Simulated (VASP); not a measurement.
VASP ran on this input.

KPOINTS:
```
Automatic
0
Gamma
5 5 3
0 0 0
```

### INCAR
```
# general
SYSTEM =Mg3Sb2
PREC   =Accurate
ENCUT  =400
LREAL  =.False.
LASPH  =.True.   # aspherical one-centre terms

# electronic loop
EDIFF  =1E-6
NELM   =100   # most electronic steps
ALGO   =Normal   # blocked Davidson
LMAXMIX=4
LMIXTAU=.True.

# smearing
ISMEAR =0   # Gaussian
SIGMA  =0.05   # width (eV)

# functional
METAGGA=R2SCAN

# ions
IBRION =2
NSW    =60
ISIF   =3   # ions, shape and volume
EDIFFG =-0.02   # ionic stop

# output
LWAVE  =.False.
LCHARG =.False.
```

POSCAR:
```
Mg3Sb2
1.0
  2.2872148896  -3.9615725569   0.0000000000
  2.2872148896   3.9615725569   0.0000000000
  0.0000000000   0.0000000000   7.1283596694
Mg Sb
3 2
Cart
  2.2872148896   3.9615725569   7.1283596694
  2.2872148896   1.3205268267   4.5181776843
  2.2872148896  -1.3205268267   2.6101819851
  2.2872148896   1.3205268267   1.5997286910
  2.2872148896  -1.3205268267   5.5286309784
```

POTCAR, in this order: Mg Sb (PBE.64 set). Program: vasp_std.

Task: Write an equivalent input for Ansatz.

Result: One equivalent input (not run):
Ansatz 0.2 input:
```yaml
crystal:
  lattice:
    - [2.2872149, -3.9615726, 0.0000000]
    - [2.2872149, 3.9615726, 0.0000000]
    - [0.0000000, 0.0000000, 7.1283597]
  atoms:
    - { symbol: Mg, position: [0.0000000, 1.0000000, 1.0000000] }
    - { symbol: Mg, position: [0.3333330, 0.6666670, 0.6338313] }
    - { symbol: Mg, position: [0.6666670, 0.3333330, 0.3661687] }
    - { symbol: Sb, position: [0.3333330, 0.6666670, 0.2244175] }
    - { symbol: Sb, position: [0.6666670, 0.3333330, 0.7755825] }
kpoints:
  mp_grid: { grid: [5, 5, 3] }
hamiltonian:
  xc: r2scan
  pseudopotentials: { kind: paw }
scf:
  occupations: { method: gaussian, width: 0.05 }
  max_iter: 100
relax:
  max_steps: 60
  f_tol: 0.02
  cell: {}
output: { forces: true, stress: true, eigenvalues: true }
```
What does not carry over: each code has its own PAW files, so the cut-off isn't converted (ENCUT is set for VASP's; basis.ecutwfc is left out, and Ansatz then takes the one that its files recommend); Ansatz stops its SCF on the density residual and VASP on the energy change (EDIFF).

The compound is Mg3Sb2 in the a-la2o3 structure. This run relaxes it. Symmetry was kept, so distortions that lower it aren't found. The start is the result of an earlier pass.
